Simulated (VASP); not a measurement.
Data:

```xyz
6
Lattice="4.8114 0.0000 0.0000 -2.4057 4.1668 0.0000 0.0000 0.0000 4.5250" Properties=species:S:1:pos:R:3 pbc="T T T"
Mg     0.0000     0.0000     0.0000
Pt     3.1708     0.0000     2.2625
Pt     0.8203     1.4208     2.2625
Pt     3.2260     2.7460     2.2625
Pt     2.4057     1.3889     0.0000
Pt     0.0000     2.7779     0.0000
```

Method: PBEsol GGA, VASP's PBE PAW potentials (set 64) (plane waves; VASP 6.6.1). Settings: 400 eV cut-off, 8×8×8 Γ-centred mesh, tetrahedra with Blöchl corrections, potentials Mg Pt.

The cores are frozen, which limits the accuracy of field gradients.

Problem. Give the principal components of the electric field gradient (V/Å²) and the asymmetry η at each nucleus.

Solution. 
```tsv
atom	Vxx	Vyy	Vzz	η
Mg1	-1.1	-1.1	2.2	0.00
Pt2	-16.8	-8.5	25.3	0.33
Pt3	-16.8	-8.5	25.3	0.33
Pt4	-16.8	-8.5	25.3	0.33
Pt5	6.5	6.5	-13.0	0.00
Pt6	6.5	6.5	-13.0	0.00
```

The structure comes from a computed database's MgPt5 entry (P-62m); how it stands against other phases isn't given here. It was relaxed first.
